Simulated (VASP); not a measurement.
SiC (zinc blende): the lattice constant a from VASP (plane waves, PAW) at several levels of theory. Static lattice.

```tsv
level	lattice constant a (Å)	error against measurement
LDA	4.332	-0.3 %
PBE	4.380	+0.8 %
PBEsol	4.359	+0.3 %
RPBE	4.399	+1.2 %
AM05	4.356	+0.2 %
PBE-D3(BJ)	4.349	+0.1 %
PBE-D4	4.351	+0.1 %
optB88-vdW	4.381	+0.8 %
rev-vdW-DF2	4.373	+0.6 %
revTPSS	4.357	+0.3 %
SCAN	4.352	+0.1 %
r2SCAN	4.356	+0.2 %
r2SCAN+rVV10	4.352	+0.1 %
HSE06	4.347	+0.0 %
HSEsol	4.334	-0.3 %
PBE0	4.346	-0.0 %
```

Measured: 4.346 Å at 0 K (as given by Daniel Mejia-Rodriguez et al., Physical Review B (2018), arXiv:1807.09216; static lattice: zero-point anharmonic expansion removed).

The cell of the LDA run:

Space group F-43m (No. 216); a = b = c = 4.3320 Å, α = β = γ = 90.00°

```json
[
 {"atom": "Si", "site": "4a", "symmetry": "-43m", "x": "0.0000", "y": "0.0000", "z": "0.0000"},
 {"atom": "C", "site": "4d", "symmetry": "-43m", "x": "0.7500", "y": "0.7500", "z": "0.7500"}
]
```
(The calculation used a cell of 2 atoms; values per cell refer to that cell.)

Only levels that ran to the end are used. Left out are those held back, those with too coarse a band path, GW runs whose mesh misses a band edge, hybrids' fits of cells that aren't cubic and levels without matching references; a question may draw on a part of the rest.

The compound is SiC in the zinc blende structure.
